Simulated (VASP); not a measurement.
Given:

```
KOsO3
1.0
    3.88574     0.00000     0.00000
    0.00000     3.88574     0.00000
    0.00000     0.00000     3.88574
K Os O
1 1 3
Direct
  0.00000   0.00000   0.00000
  0.50000   0.50000   0.50000
  0.50000   0.50000   0.00000
  0.00000   0.50000   0.50000
  0.50000   0.00000   0.50000
```

All values below come from PBEsol GGA with spin-orbit coupling, VASP's PBE PAW potentials (set 64) (plane waves; VASP). Numerical set-up: 520 eV cut-off, 7×7×7 Γ-centred mesh, Gaussian smearing of 0.050 eV, potentials K_sv Os O.

### Question
Predict the energy per atom (σ→0), band gap (over mesh and band path) with the smallest direct gap where there is one.

### Answer

```json
{
  "band gap (over mesh and band path)": "none (metal, semimetal or under 0.01 eV)",
  "energy per atom (σ→0)": "-7.151 eV/atom"
}
```

Total energies compare only between runs with the same potentials, cut-off and functional.

The structure comes from a computed database's KOsO3 entry (Pm-3m); how it stands against other phases isn't given here. It was relaxed first.
